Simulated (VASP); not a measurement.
# MoP in VASP: convergence with ENCUT

Aim: find how far ENCUT must go before the results for MoP settle, at LDA. This setting moves, with any that are tied to it; all else stays.

Everything below comes from runs of VASP 6.6.1. Logs are shortened: lines on timing, memory, paths and dates and some standing lists are left out, and cuts for length are marked.

**1. Starting point**

The cell holds a slab with vacuum, 8 atoms: a = 3.191 Å, b = 3.223 Å, c = 24.304 Å, α = 90.00°, β = 90.00°, γ = 90.00°.

**2. With ENCUT 400 eV**

Contents of INCAR:

```
SYSTEM = MoP
ALGO = Normal
EDIFF = 1E-6
ENCUT = 400
ISIF = 2
ISMEAR = 0
LASPH = .True.
LCHARG = .False.
LREAL = .False.
LWAVE = .False.
NBANDS = 48
NELM = 80
PREC = Accurate
SIGMA = 0.02
```

Contents of KPOINTS:

```
k-points
0
Gamma
  6 6 1
  0 0 0
```

Contents of POSCAR:

```
MoP
1.0
    3.1910000000      0.0000000000      0.0000000000
    0.0000000000      3.2230000535      0.0000000000
    0.0000000000      0.0000000000     24.3039997422
Mo P
4 4
Direct
    0.0000000000      0.5000000000      0.3085911817
    0.0000000000      0.0000000000      0.4234364727
    0.0000000000      0.5000000000      0.5382817637
    0.0000000000      0.0000000000      0.6531270547
    0.5000000000      0.0000000000      0.3468729453
    0.5000000000      0.5000000000      0.4617182363
    0.5000000000      0.0000000000      0.5765635273
    0.5000000000      0.5000000000      0.6914088183
```

Potentials or basis: VASP PAW LDA potentials, release 64 (Mo_sv, P_h).

Started as:

```console
$ cat potpaw_LDA.64/Mo_sv/POTCAR potpaw_LDA.64/P_h/POTCAR > POTCAR
$ mpirun -np 1 vasp_std > vasp.out
```

It took 2.2 min on 1 thread of AMD EPYC 9R45 (Zen 5), shared host; peak memory 0.25 GiB.

Results:

```yaml
Free_energy: -75.2021 eV
Largest_force: 2.198 eV/Å
Band_gap_on_the_k_mesh: none (metal or under the smearing width)
```

**3. With ENCUT 500 eV**

INCAR: that of step 2 with these lines changed.

```diff
@@ -3,3 +3,3 @@
 EDIFF = 1E-6
-ENCUT = 400
+ENCUT = 500
 ISIF = 2
```

KPOINTS is that of step 2.

POSCAR is that of step 2.

Potentials or basis: VASP PAW LDA potentials, release 64 (Mo_sv, P_h).

Started as:

```console
$ cat potpaw_LDA.64/Mo_sv/POTCAR potpaw_LDA.64/P_h/POTCAR > POTCAR
$ mpirun -np 1 vasp_std > vasp.out
```

Run time: 2.8 min. Hardware: 1 thread of AMD EPYC 9R45 (Zen 5), shared host; peak memory 0.29 GiB.

What came out:

| Item | Value |
| --- | --- |
| Free energy | -75.2360 eV |
| Largest force | 2.206 eV/Å |
| Band gap on the k mesh | none (metal or under the smearing width) |

**4. With ENCUT 600 eV**

INCAR: that of step 3 with these lines changed.

```diff
@@ -3,3 +3,3 @@
 EDIFF = 1E-6
-ENCUT = 500
+ENCUT = 600
 ISIF = 2
```

KPOINTS is that of step 3.

POSCAR is that of step 3.

Started as:

```console
$ cat potpaw_LDA.64/Mo_sv/POTCAR potpaw_LDA.64/P_h/POTCAR > POTCAR
$ mpirun -np 1 vasp_std > vasp.out
```

Run time: 4 min. Hardware: 1 thread of AMD EPYC 9R45 (Zen 5), shared host; peak memory 0.38 GiB.

Results:

* Free energy: -75.2444 eV
* Largest force: 2.208 eV/Å
* Band gap on the k mesh: none (metal or under the smearing width)

**5. With ENCUT 700 eV**

INCAR: that of step 4 with these lines changed.

```diff
@@ -3,3 +3,3 @@
 EDIFF = 1E-6
-ENCUT = 600
+ENCUT = 700
 ISIF = 2
```

KPOINTS is that of step 4.

POSCAR is that of step 4.

Started as:

```console
$ cat potpaw_LDA.64/Mo_sv/POTCAR potpaw_LDA.64/P_h/POTCAR > POTCAR
$ mpirun -np 1 vasp_std > vasp.out
```

Run time: 4.4 min. Hardware: 1 thread of AMD EPYC 9R45 (Zen 5), shared host; peak memory 0.42 GiB.

What came out:

- Free energy: -75.2456 eV
- Largest force: 2.208 eV/Å
- Band gap on the k mesh: none (metal or under the smearing width)

**6. With ENCUT 800 eV**

INCAR: that of step 5 with these lines changed.

```diff
@@ -3,3 +3,3 @@
 EDIFF = 1E-6
-ENCUT = 700
+ENCUT = 800
 ISIF = 2
```

KPOINTS is that of step 5.

POSCAR is that of step 5.

Potentials or basis: VASP PAW LDA potentials, release 64 (Mo_sv, P_h).

Started as:

```console
$ cat potpaw_LDA.64/Mo_sv/POTCAR potpaw_LDA.64/P_h/POTCAR > POTCAR
$ mpirun -np 1 vasp_std > vasp.out
```

It took 5.5 min on 1 thread of AMD EPYC 9R45 (Zen 5), shared host; peak memory 0.5 GiB.

What came out:

| Quantity | Value |
| --- | --- |
| Free energy | -75.2454 eV |
| Largest force | 2.208 eV/Å |
| Band gap on the k mesh | none (metal or under the smearing width) |

**7. With ENCUT 900 eV**

INCAR: that of step 6 with these lines changed.

```diff
@@ -3,3 +3,3 @@
 EDIFF = 1E-6
-ENCUT = 800
+ENCUT = 900
 ISIF = 2
```

KPOINTS is that of step 6.

POSCAR is that of step 6.

Started as:

```console
$ cat potpaw_LDA.64/Mo_sv/POTCAR potpaw_LDA.64/P_h/POTCAR > POTCAR
$ mpirun -np 1 vasp_std > vasp.out
```

It took 6.9 min on 1 thread of AMD EPYC 9R45 (Zen 5), shared host; peak memory 0.57 GiB.

Results:

| Property | Result |
| --- | --- |
| Free energy | -75.2450 eV |
| Largest force | 2.208 eV/Å |
| Band gap on the k mesh | none (metal or under the smearing width) |

**8. With ENCUT 1000 eV**

INCAR: that of step 7 with these lines changed.

```diff
@@ -3,3 +3,3 @@
 EDIFF = 1E-6
-ENCUT = 900
+ENCUT = 1000
 ISIF = 2
```

KPOINTS is that of step 7.

POSCAR is that of step 7.

Started as:

```console
$ cat potpaw_LDA.64/Mo_sv/POTCAR potpaw_LDA.64/P_h/POTCAR > POTCAR
$ mpirun -np 1 vasp_std > vasp.out
```

Run time: 9.1 min. Hardware: 1 thread of AMD EPYC 9R45 (Zen 5), shared host; peak memory 0.69 GiB.

What came out:

| Item | Value |
| --- | --- |
| Free energy | -75.2446 eV |
| Largest force | 2.208 eV/Å |
| Band gap on the k mesh | none (metal or under the smearing width) |

**9. With ENCUT 1200 eV**

INCAR: that of step 8 with these lines changed.

```diff
@@ -3,3 +3,3 @@
 EDIFF = 1E-6
-ENCUT = 1000
+ENCUT = 1200
 ISIF = 2
```

KPOINTS is that of step 8.

POSCAR is that of step 8.

Potentials or basis: VASP PAW LDA potentials, release 64 (Mo_sv, P_h).

Started as:

```console
$ cat potpaw_LDA.64/Mo_sv/POTCAR potpaw_LDA.64/P_h/POTCAR > POTCAR
$ mpirun -np 1 vasp_std > vasp.out
```

OUTCAR:

```text
SYSTEM = MoP
   EDIFF = 1E-6
   ENCUT = 1200
   ISIF = 2
   ISMEAR = 0
   LASPH = .True.
   LREAL = .False.
   NELM = 80
   PREC = Accurate

 ion  position               nearest neighbor table
   1  0.000  0.500  0.309-   5 2.45   5 2.45   5 2.45   5 2.45   2 3.22   2 3.22
   2  0.000  0.000  0.423-   6 2.45   6 2.45   6 2.45   6 2.45   5 2.45   5 2.45   1 3.22   1 3.22
                             3 3.22   3 3.22
   3  0.000  0.500  0.538-   7 2.45   7 2.45   7 2.45   7 2.45   6 2.45   6 2.45   2 3.22   4 3.22
                             2 3.22   4 3.22
   4  0.000  0.000  0.653-   8 2.45   8 2.45   8 2.45   8 2.45   7 2.45   7 2.45   3 3.22   3 3.22

   5  0.500  0.000  0.347-   1 2.45   1 2.45   1 2.45   1 2.45   2 2.45   2 2.45
   6  0.500  0.500  0.462-   2 2.45   2 2.45   2 2.45   2 2.45   3 2.45   3 2.45
   7  0.500  0.000  0.577-   3 2.45   3 2.45   3 2.45   3 2.45   4 2.45   4 2.45
   8  0.500  0.500  0.691-   4 2.45   4 2.45   4 2.45   4 2.45

  LATTYP: Found a simple orthorhombic cell.
 ALAT       =     3.1910000000
 B/A-ratio  =     1.0100282211
 C/A-ratio  =     7.6164211038

  Lattice vectors:

 A1 = (   3.1910000000,   0.0000000000,   0.0000000000)
 A2 = (   0.0000000000,   3.2230000535,   0.0000000000)
 A3 = (   0.0000000000,   0.0000000000,  24.3039997422)

Analysis of symmetry for initial positions (statically):
=====================================================================
 Subroutine PRICEL returns:
 Original cell was already a primitive cell.

 Routine SETGRP: Setting up the symmetry group for a
 simple orthorhombic supercell.

[... 164 lines left out ...]
  ext. energy  EPLUGINS =         0.00000000
  ---------------------------------------------------
  free energy    TOTEN  =       -75.24439033 eV

  energy without entropy =      -75.24227382  energy(sigma->0) =      -75.24333207

 E-fermi :   2.8918     XC(G=0):  -6.7402

 val. band max:        2.8870320952   @ k =   0.1667   0.0000   0.0000
 cond. band min:       2.8953170367   @ k =   0.3333   0.3333   0.0000
 fundamental gap:      0.0082849415
 Fermi energy:         2.8918316383

 k-point     1 :       0.0000    0.0000    0.0000
  band No.  band energies     occupation
      1     -57.9606      2.00000
      2     -57.9416      2.00000
      3     -57.9086      2.00000
      4     -57.5377      2.00000
      5     -32.3857      2.00000
      6     -32.2856      2.00000
[... 805 lines left out ...]
     47       6.3204      0.00000
     48       6.6938      0.00000

------------------------ aborting loop because EDIFF is reached ----------------------------------------

  FORCE on cell =-STRESS in cart. coord.  units (eV):
  Direction    XX          YY          ZZ          XY          YZ          ZX
  --------------------------------------------------------------------------------------
  -------------------------------------------------------------------------------------
  Total       -8.5556535     -8.1596392     -5.4570750      0.0000000      0.0000000      0.0000000
  in kB      -54.8401839    -52.3018039    -34.9788587      0.0000000      0.0000000      0.0000000
  external PRESSURE =     -47.3736155 kB  Pullay stress =       0.0000000 kB

 VOLUME and BASIS-vectors are now :
 -----------------------------------------------------------------------------
  energy-cutoff  :     1200.00
  volume of cell :      249.96
      direct lattice vectors                 reciprocal lattice vectors
     3.191000000  0.000000000  0.000000000     0.313381385  0.000000000  0.000000000
     0.000000000  3.223000053  0.000000000     0.000000000  0.310269930  0.000000000
     0.000000000  0.000000000 24.303999742     0.000000000  0.000000000  0.041145491

 POSITION                                       TOTAL-FORCE (eV/Angst)
 -----------------------------------------------------------------------------------
      0.00000      1.61150      7.50000         0.000000      0.000000      2.207829
      0.00000      0.00000     10.29120         0.000000      0.000000     -0.200122
      0.00000      1.61150     13.08240         0.000000      0.000000      0.328172
      0.00000      0.00000     15.87360         0.000000      0.000000     -1.134460
      1.59550      0.00000      8.43040         0.000000      0.000000     -1.653984
      1.59550      1.61150     11.22160         0.000000      0.000000     -0.105462
      1.59550      0.00000     14.01280         0.000000      0.000000      0.172936
      1.59550      1.61150     16.80400         0.000000      0.000000      0.385091
 -----------------------------------------------------------------------------------
    total drift:                               -0.000000      0.000000      0.000417

  FREE ENERGIE OF THE ION-ELECTRON SYSTEM (eV)
  ---------------------------------------------------
  free  energy   TOTEN  =       -75.2443903329 eV

  energy  without entropy=      -75.2422738153  energy(sigma->0) =      -75.24333207
```

stdout:

```text
POSCAR found type information on POSCAR MoP
 POSCAR found :  2 types and       8 ions
 scaLAPACK will be used
 LDA part: xc-table for (Slater(with rela. corr.)+CA(PZ))
 , standard interpolation
 POSCAR, INCAR and KPOINTS ok, starting setup
 FFT: planning ... GRIDC
 FFT: planning ... GRID_SOFT
 FFT: planning ... GRID
 WAVECAR not read
 entering main loop
```

Wall time 11 min (1 thread of AMD EPYC 9R45 (Zen 5), shared host); peak memory 0.81 GiB.

What came out:

- Free energy: -75.2444 eV
- Largest force: 2.208 eV/Å
- Band gap on the k mesh: none (metal or under the smearing width)

**10. Result**

| ENCUT | energy less the tightest run, at zero smearing (meV/atom) | largest force (eV/Å) | SCF cycles | CPU time (s) | peak memory (GiB) |
| --- | --- | --- | --- | --- | --- |
| 400 eV | 5.29 | 2.198 | 31 | 130 | 0.25 |
| 500 eV | 1.05 | 2.206 | 31 | 170 | 0.29 |
| 600 eV | 0.00 | 2.208 | 31 | 240 | 0.38 |
| 700 eV | -0.15 | 2.208 | 31 | 270 | 0.42 |
| 800 eV | -0.13 | 2.208 | 32 | 330 | 0.5 |
| 900 eV | -0.08 | 2.208 | 32 | 410 | 0.57 |
| 1000 eV | -0.03 | 2.208 | 32 | 540 | 0.69 |
| 1200 eV | 0.00 | 2.208 | 32 | 640 | 0.81 |

Against the tightest run, the energy stays within 1 meV/atom from 600 eV on; the largest force stays within 0.005 eV/Å from 500 eV on. The tightest run that finished is the yardstick and may itself not be fully converged.
